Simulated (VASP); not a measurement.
BAs:

```xyz
2
Lattice="0.0000 2.3885 2.3885 2.3885 0.0000 2.3885 2.3885 2.3885 0.0000" Properties=species:S:1:pos:R:3 pbc="T T T"
B     0.0000    0.0000    0.0000
As    1.1943    1.1943    1.1943
```

| Quantity | Value |
| --- | --- |
| Program | VASP 6.6.1 |
| Task | relaxation of cell and atoms |
| Functional | PBE |
| Potentials or basis | VASP PAW PBE potentials, release 64 (B, As) |
| Cutoff | 600 eV |
| k mesh | 10 × 10 × 10 |
| Occupations | gaussian, width 0.02 eV |
| Spin | no spin polarisation |

At the start: pressure 3.4 GPa; volume 13.63 Å³/atom.

**Question.** Where does the relaxation end?

**Answer.** Over 3 steps the energy falls by 3.5 meV/atom and the volume is 13.97 Å³/atom (+2.5 %); space group F-43m (No. 216, to 0.05 Å).

The path:
```csv
step,energy change (eV),largest force (eV/Å),pressure (GPa),volume (Å³)
1,0.0000,0.0000,3.42,27.25
2,-0.0037,0.0000,-2.19,28.42
3,-0.0071,0.0000,0.01,27.93
```

Final structure:
```
CELL_PARAMETERS angstrom
0.00000 2.40816 2.40816
2.40816 0.00000 2.40816
2.40816 2.40816 0.00000
ATOMIC_POSITIONS crystal
B 0.00000 0.00000 0.00000
As 0.25000 0.25000 0.25000
```
